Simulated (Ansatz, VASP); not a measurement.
# H2CClF in two plane-wave programs, part 2 of 2

One calculation is typed for both programs; each brings its own data sets. How far apart do they land? The cell is taken from a series of runs on this material, whose earlier steps may have relaxed, scaled, displaced or heated it; both programs get it as it stands.

VASP 6.6.1 and Ansatz 0.2.0.

So far: Starting point; Ansatz: G0W0 gap, PBE.

## (3) VASP: G0W0 gap, PBE

Level of this step: G0W0 on PBE; plane waves and PAW (H_GW, C_GW, Cl_GW, F_GW) (VASP).

The same cell, functional and mesh now go to VASP, with its own data sets.

Lines of VASP's logs that name or quote its potential files are left out, and so is its time.

The run reads the wave functions of an earlier VASP run, which isn't shown here.

The input, INCAR:

```
SYSTEM = H2CClF
PREC = Accurate
ENCUT = 520
ISMEAR = 0
SIGMA = 0.01
LREAL = .FALSE.
GGA = PE
NBANDS = 584
ALGO = EVGW0
NELMGW = 1
ENCUTGW = 150
NOMEGA = 64
PRECFOCK = Fast
NBANDSGW = 32
LWAVE = .FALSE.
LCHARG = .FALSE.
```

The input, POSCAR:

```
H2CClF
1.0
    5.0206000000      0.0000000000      0.0000000000
    0.0000000000      4.1477000000      0.0000000000
   -2.1143188253      0.0000000000      6.4288463713
H C Cl F
4 2 2 2
Direct
    0.2852960594      0.3914791351      0.1553943381
    0.7147039406      0.8914791351      0.8446056619
    0.5707653094      0.1078566959      0.2708502709
    0.4292346906      0.6078566959      0.7291497291
    0.3460283809      0.1408088981      0.1943138297
    0.6539716191      0.6408088981      0.8056861703
    0.1663619786      0.0024810456      0.3682784982
    0.8336380214      0.5024810456      0.6317215018
    0.2643898490      0.9578742253      0.0148699962
    0.7356101510      0.4578742253      0.9851300038
```

The input, KPOINTS:

```
Automatic mesh
0
Gamma
4 4 2
0 0 0
```

PAW data sets: H_GW, C_GW, Cl_GW and F_GW (PBE family, release 64).

On the command line:

```sh
> mpirun -np 8 vasp_std
```

Numbers of over 12 decimals in the logs are rounded to 6 here.

What it wrote:

```text
[banner, memory and clock lines left out]
running    8 mpi-ranks, on    1 nodes
 distrk:  each k-point on    8 cores,    1 groups
 distr:  one band on    1 cores,    8 groups

 POSCAR found type information on POSCAR H C ClF
 POSCAR found :  4 types and      10 ions
|                                                                             |
|           W    W    AA    RRRRR   N    N  II  N    N   GGGG   !!!           |
|           W    W   A  A   R    R  NN   N  II  NN   N  G    G  !!!           |
|           W    W  A    A  R    R  N N  N  II  N N  N  G       !!!           |
|           W WW W  AAAAAA  RRRRR   N  N N  II  N  N N  G  GGG   !            |
|           WW  WW  A    A  R   R   N   NN  II  N   NN  G    G                |
|           W    W  A    A  R    R  N    N  II  N    N   GGGG   !!!           |
|                                                                             |
|     For optimal performance we recommend to set                             |
|       NCORE = 2 up to number-of-cores-per-socket                            |
|     NCORE specifies how many cores store one orbital (NPAR=cpu/NCORE).      |
|     This setting can greatly improve the performance of VASP for DFT.       |
|     The default, NCORE=1 might be grossly inefficient on modern             |
|     multi-core architectures or massively parallel machines. Do your        |
|     Unfortunately you need to use the default for GW and RPA                |
|     calculations (for HF NCORE is supported but not extensively tested      |
|     yet).                                                                   |
|                                                                             |

|                                                                             |
|           W    W    AA    RRRRR   N    N  II  N    N   GGGG   !!!           |
|           W    W   A  A   R    R  NN   N  II  NN   N  G    G  !!!           |
|           W    W  A    A  R    R  N N  N  II  N N  N  G       !!!           |
|           W WW W  AAAAAA  RRRRR   N  N N  II  N  N N  G  GGG   !            |
|           WW  WW  A    A  R   R   N   NN  II  N   NN  G    G                |
|           W    W  A    A  R    R  N    N  II  N    N   GGGG   !!!           |
|                                                                             |
|     The default for ENCUTGWSOFT is different in this version of VASP.       |
|     please manually set ENCUTGWSOFT =150 in the INCAR file.                 |
|                                                                             |

 LDA part: xc-table for (Slater+PW92), standard interpolation
 found WAVECAR, reading the header
 POSCAR, INCAR and KPOINTS ok, starting setup
 FFT: planning ... GRIDC
 FFT: planning ... GRID_SOFT
 FFT: planning ... GRID
 reading WAVECAR
 the WAVECAR file was read successfully
 initial charge from wavefunction
 available memory per node:     75.55 GB, setting MAXMEM to     77365

 The Fermi energy was updated, please check that it is located mid-gap
 values below the HOMO (VB) or above the LUMO (CB) will cause erroneous energies
 E-fermi :   1.1759

 calculate exact exchange contribution
 the WAVEDER file was read successfully
energies w=
    0.000    0.000    0.615    0.000    1.228    0.000    1.838    0.000
    2.445    0.000    3.046    0.000    3.642    0.000    4.230    0.000
    4.812    0.000    5.385    0.000    5.951    0.000    6.509    0.000
    7.060    0.000    7.603    0.000    8.139    0.000    8.669    0.000
    9.193    0.000    9.713    0.000   10.229    0.000   10.741    0.000
   11.252    0.000   11.762    0.000   12.271    0.000   12.782    0.000
   13.295    0.000   13.812    0.000   14.335    0.000   14.863    0.000
   15.400    0.000   15.947    0.000   16.505    0.000   17.077    0.000
   17.666    0.000   18.272    0.000   18.899    0.000   19.550    0.000
   20.229    0.000   20.939    0.000   21.684    0.000   22.469    0.000
   23.301    0.000   24.185    0.000   25.129    0.000   26.143    0.000
   27.237    0.000   28.424    0.000   29.720    0.000   31.142    0.000
   32.715    0.000   34.467    0.000   36.433    0.000   38.659    0.000
   41.203    0.000   44.144    0.000   47.583    0.000   51.663    0.000
   56.582    0.000   62.628    0.000   70.237    0.000   80.099    0.000
   93.371    0.000  112.168    0.000  140.791    0.000  189.557    0.000
 responsefunction array rank=     584
 LDA part: xc-table for (Slater+PW92), standard interpolation

 min. memory requirement per mpi rank    722.2 MB, per node   5777.4 MB

 allocating   8 responsefunctions rank=   584
 shmem allocating  64 responsefunctions rank=   584
 response function shared by NCSHMEM nodes    1
 Doing            8  frequencies on each core in blocks of           64
NQ=   1    0.0000    0.0000    0.0000,
|.........|.........|.........|.........|.........|.........|.........|.........
 performed       1394000 updates of chi_q(r,r)
 total number of BLAS operations       3387.43 Gflops
NQ=   2    0.2500    0.0000    0.0000,
|.........|.........|.........|.........|.........|.........|.........|.........
 performed       3162000 updates of chi_q(r,r)
 total number of BLAS operations       7824.11 Gflops
NQ=   3    0.5000    0.0000    0.0000,
|.........|.........|.........|.........|.........|.........|.........|.........
 performed       4556000 updates of chi_q(r,r)
 total number of BLAS operations      11150.34 Gflops
NQ=   4    0.0000    0.2500    0.0000,
|.........|.........|.........|.........|.........|.........|.........|.........
 performed       6174000 updates of chi_q(r,r)
 total number of BLAS operations      15182.99 Gflops
NQ=   5    0.2500    0.2500    0.0000,
|.........|.........|.........|.........|.........|.........|.........|.........
 performed       8091000 updates of chi_q(r,r)
 total number of BLAS operations      19977.58 Gflops
NQ=   6    0.5000    0.2500    0.0000,
|.........|.........|.........|.........|.........|.........|.........|.........
 performed       9709000 updates of chi_q(r,r)
 total number of BLAS operations      24068.25 Gflops
NQ=   7    0.0000    0.5000    0.0000,
|.........|.........|.........|.........|.........|.........|.........|.........
 performed      11103000 updates of chi_q(r,r)
 total number of BLAS operations      27418.89 Gflops
NQ=   8    0.2500    0.5000    0.0000,
|.........|.........|.........|.........|.........|.........|.........|.........
 performed      12871000 updates of chi_q(r,r)
 total number of BLAS operations      31823.94 Gflops
NQ=   9    0.5000    0.5000    0.0000,
|.........|.........|.........|.........|.........|.........|.........|.........
 performed      14265000 updates of chi_q(r,r)
 total number of BLAS operations      35577.32 Gflops
NQ=  10    0.0000    0.0000    0.5000,
|.........|.........|.........|.........|.........|.........|.........|.........
 performed      15659000 updates of chi_q(r,r)
 total number of BLAS operations      39126.48 Gflops
NQ=  11    0.2500    0.0000    0.5000,
|.........|.........|.........|.........|.........|.........|.........|.........
 performed      17427000 updates of chi_q(r,r)
 total number of BLAS operations      43658.74 Gflops
NQ=  12    0.5000    0.0000    0.5000,
|.........|.........|.........|.........|.........|.........|.........|.........
 performed      18821000 updates of chi_q(r,r)
 total number of BLAS operations      47058.48 Gflops
NQ=  13    0.0000    0.2500    0.5000,
|.........|.........|.........|.........|.........|.........|.........|.........
 performed      20439000 updates of chi_q(r,r)
 total number of BLAS operations      51062.27 Gflops
NQ=  14    0.2500    0.2500    0.5000,
|.........|.........|.........|.........|.........|.........|.........|.........
 performed      22356000 updates of chi_q(r,r)
 total number of BLAS operations      55943.01 Gflops
NQ=  15    0.5000    0.2500    0.5000,
|.........|.........|.........|.........|.........|.........|.........|.........
 performed      23974000 updates of chi_q(r,r)
 total number of BLAS operations      60004.62 Gflops
NQ=  16    0.0000    0.5000    0.5000,
|.........|.........|.........|.........|.........|.........|.........|.........
 performed      25368000 updates of chi_q(r,r)
 total number of BLAS operations      63306.53 Gflops
NQ=  17    0.2500    0.5000    0.5000,
|.........|.........|.........|.........|.........|.........|.........|.........
 performed      27136000 updates of chi_q(r,r)
 total number of BLAS operations      67774.96 Gflops
NQ=  18    0.5000    0.5000    0.5000,
|.........|.........|.........|.........|.........|.........|.........|.........
 performed      28530000 updates of chi_q(r,r)
 total number of BLAS operations      71324.11 Gflops
 resolving degeneracies of screened two electron integrals

 calculate QP shifts <psi_nk| G(iteration)W_0 |psi_nk>: iteration 1
 entering main loop
```

From OUTCAR (step 3):

```text
ion  position               nearest neighbor table
   1  0.285  0.391  0.155-   5 1.09
   2  0.715  0.891  0.845-   6 1.09
   3  0.571  0.108  0.271-   5 1.09
   4  0.429  0.608  0.729-   6 1.09
   5  0.346  0.141  0.194-   1 1.09   3 1.09   9 1.38   7 1.79
   6  0.654  0.641  0.806-   2 1.09   4 1.09  10 1.38   8 1.79
   7  0.166  0.002  0.368-   5 1.79
   8  0.834  0.502  0.632-   6 1.79
   9  0.264  0.958  0.015-   5 1.38
  10  0.736  0.458  0.985-   6 1.38

  LATTYP: Found a simple monoclinic cell.
 ALAT       =     5.0206000000
 B/A-ratio  =     0.8261363184
 C/A-ratio  =     1.3479663785
 COS(beta)  =    -0.3124178180

 Subroutine GETGRP returns: Found  2 space group operations
 (whereof  1 operations were pure point group operations)

The static configuration has the point symmetry C_1 .
 The point group associated with its full space group is C_2 .

 Found     18 irreducible k-points:

   k-points           NKPTS =     18   k-points in BZ     NKDIM =     32   number of bands    NBANDS=    584

   dimension x,y,z NGX =    40 NGY =   32 NGZ =   50
   dimension x,y,z NGXF=    80 NGYF=   64 NGZF=  100

   ENCUT  =  520.0 eV  38.22 Ry    6.18 a.u.   9.33  7.71 12.58*2*pi/ulx,y,z

   NELECT =      40.0000    total number of electrons

  energy-cutoff  :      520.00
  volume of cell :      133.87
      direct lattice vectors                 reciprocal lattice vectors
     5.020600000  0.000000000  0.000000000     0.199179381  0.000000000  0.065506110
     0.000000000  4.147700000  0.000000000     0.000000000  0.241097476  0.000000000
    -2.114318825  0.000000000  6.428846371     0.000000000  0.000000000  0.155548903

 k-points in reciprocal lattice and weights: Automatic mesh
   0.00000000  0.00000000  0.00000000       0.031
   0.25000000  0.00000000  0.00000000       0.062
   0.50000000  0.00000000  0.00000000       0.031
   0.00000000  0.25000000  0.00000000       0.062
   0.25000000  0.25000000  0.00000000       0.125
   0.50000000  0.25000000  0.00000000       0.062
   0.00000000  0.50000000  0.00000000       0.031
   0.25000000  0.50000000  0.00000000       0.062
   0.50000000  0.50000000  0.00000000       0.031
[...]
0.25000000  0.50000000  0.50000000       0.062
   0.50000000  0.50000000  0.50000000       0.031

 E-fermi :   1.1759

 QP shifts <psi_nk| G(iteration)W_0 |psi_nk>: iteration 1
 for sc-GW calculations column KS-energies equals QP-energies in previous step
 and V_xc(KS)=  KS-energies - (<T + V_ion + V_H > + <T+V_H+V_ion>^1  + <V_x>^1)
 k-point   1 :       0.0000    0.0000    0.0000
  band No.  KS-energies  QP-energies   sigma(KS)   V_xc(KS)     V^pw_x(r,r')   Z            occupation Imag(sigma)
    ...
     17      -2.5841      -4.8725     -17.5283     -14.6912     -19.5437       0.8066       2.0000       0.0527
     18      -2.5576      -4.8070     -17.6846     -14.8864     -19.7886       0.8039       2.0000       0.0538
     19      -2.5365      -4.8598     -16.8790     -13.9929     -18.8104       0.8050       2.0000       0.0537
     20      -2.0691      -4.3296     -17.3052     -14.5087     -19.1498       0.8083       2.0000       0.0495
     21       4.5254       6.4189     -10.7052     -12.9875      -7.2846       0.8296       0.0000      -0.0520
     22       4.7596       6.6982     -10.7409     -13.0810      -7.2361       0.8284       0.0000      -0.0552
     23       5.2677       6.5491      -8.2659      -9.7646      -5.0422       0.8550       0.0000      -0.0514
     24       6.3737       8.1965     -10.4500     -12.6292      -6.9501       0.8365       0.0000      -0.0598
    ...

 k-point   2 :       0.2500    0.0000    0.0000
  band No.  KS-energies  QP-energies   sigma(KS)   V_xc(KS)     V^pw_x(r,r')   Z            occupation Imag(sigma)
    ...
     17      -2.5402      -4.7853     -17.8770     -15.0854     -19.9811       0.8042       2.0000       0.0537
     18      -2.4630      -4.7031     -17.5211     -14.7422     -19.4998       0.8061       2.0000       0.0519
     19      -2.2462      -4.5365     -17.2622     -14.4280     -19.1716       0.8081       2.0000       0.0514
     20      -2.0093      -4.2921     -17.4424     -14.6244     -19.3131       0.8101       2.0000       0.0495
     21       4.3145       6.1324     -10.5526     -12.7406      -7.1222       0.8308       0.0000      -0.0515
     22       4.7151       6.5038     -10.0852     -12.2265      -6.7127       0.8353       0.0000      -0.0529
     23       5.5098       7.1621      -9.5276     -11.4797      -6.1299       0.8464       0.0000      -0.0553
     24       6.1297       7.7726      -9.2922     -11.2446      -5.7944       0.8415       0.0000      -0.0584
    ...

 k-point   3 :       0.5000    0.0000    0.0000
  band No.  KS-energies  QP-energies   sigma(KS)   V_xc(KS)     V^pw_x(r,r')   Z            occupation Imag(sigma)
    ...
     17      -2.5205      -4.7554     -17.7966     -15.0188     -19.8642       0.8045       2.0000       0.0534
     18      -2.3876      -4.6072     -17.6122     -14.8570     -19.6026       0.8056       2.0000       0.0517
     19      -2.0058      -4.2839     -17.7423     -14.9360     -19.6519       0.8118       2.0000       0.0495
     20      -1.8655      -4.1312     -17.5522     -14.7582     -19.3876       0.8109       2.0000       0.0492
     21       4.1684       5.9916     -10.5581     -12.7520      -7.1042       0.8310       0.0000      -0.0514
     22       4.8908       6.7875     -10.5430     -12.8323      -7.0916       0.8285       0.0000      -0.0553
     23       5.2018       6.7027      -8.8046     -10.5591      -5.5412       0.8554       0.0000      -0.0527
     24       6.1707       8.0202     -10.1348     -12.3352      -6.5730       0.8405       0.0000      -0.0592
    ...

 k-point   4 :       0.0000    0.2500    0.0000
  band No.  KS-energies  QP-energies   sigma(KS)   V_xc(KS)     V^pw_x(r,r')   Z            occupation Imag(sigma)
    ...
     17      -2.6584      -4.9378     -17.4513     -14.6178     -19.4847       0.8045       2.0000       0.0533
     18      -2.5968      -4.8576     -17.8203     -15.0092     -19.9529       0.8042       2.0000       0.0541
     19      -2.4058      -4.7241     -17.2783     -14.4071     -19.2629       0.8074       2.0000       0.0529
     20      -2.0505      -4.3242     -17.7094     -14.9010     -19.6439       0.8096       2.0000       0.0501
     21       4.4849       6.3449     -10.6230     -12.8615      -7.2279       0.8309       0.0000      -0.0516
     22       4.7772       6.7706     -10.9947     -13.4083      -7.4474       0.8259       0.0000      -0.0556
     23       5.5831       7.1212      -9.0754     -10.8907      -5.6833       0.8473       0.0000      -0.0548
     24       6.4497       8.4647     -10.9355     -13.3539      -7.2950       0.8332       0.0000      -0.0619
    ...

[... 4 further parts left out ...]
```

## (4) Comparison

Known differences besides the potentials themselves: fixed occupations in Ansatz, narrow Gaussian smearing in VASP; the cutoff is 420 eV in Ansatz and 520 eV in VASP; VASP leaves aspherical gradient terms in its spheres out (LASPH is not set), Ansatz keeps them; Ansatz integrates over frequency by contour deformation, VASP on a grid of NOMEGA points. Total energies have different zeros and are not compared.

Both answers:

```csv
quantity,Ansatz,VASP,difference
G0W0 gap on the mesh (eV),10.02,10.08,-0.05
Kohn-Sham gap under it (eV),6.00,5.99,+0.01
```

## (5) Outcome

- difference in G0W0 gap on the mesh (G0W0 gap, PBE): -0.053 eV

**Reading.** The difference in G0W0 gap on the mesh is -0.053 eV (G0W0 gap, PBE). How closely two codes agree says nothing of how well the functional describes the real material.

[Lines on the potential files, build, host, timing and source positions are cut from VASP's logs without a mark.]

[Logs are printed without paths, hosts, clocks, repeated set-up lines and the standing remarks that a program may print on its own settings, such as how far it seeks lower states.]

[Hosts, paths, dates, database ids (printed as entryN), source tags and the programs' standing remarks are cut or masked in the printed files.]
